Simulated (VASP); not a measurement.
Here is the system:

```xyz
2
Lattice="0.0000 3.1256 3.1256 3.1256 0.0000 3.1256 3.1256 3.1256 0.0000" Properties=species:S:1:pos:R:3 pbc="T T T"
K      0.0000     0.0000     0.0000
Cl     3.1256     3.1256     3.1256
```

Method: PBEsol GGA, VASP's PBE PAW potentials (set 64) (plane waves; VASP 6.6.1). Settings: 480 eV cut-off, 8×8×8 Γ-centred mesh, Gaussian smearing of 0.050 eV, potentials K_sv Cl.

### Question
What does the run give for the energy per atom (σ→0), band gap (on the k-mesh) with the smallest direct gap where there is one?

### Answer

```json
{
 "band gap (on the k-mesh)": "5.09 eV",
 "smallest direct gap (on the k-mesh)": "5.09 eV",
 "energy per atom (σ→0)": "-3.512 eV/atom"
}
```

Only differences to runs with the same potentials and settings are physical.

The compound is KCl in the rock salt structure. It was relaxed first.
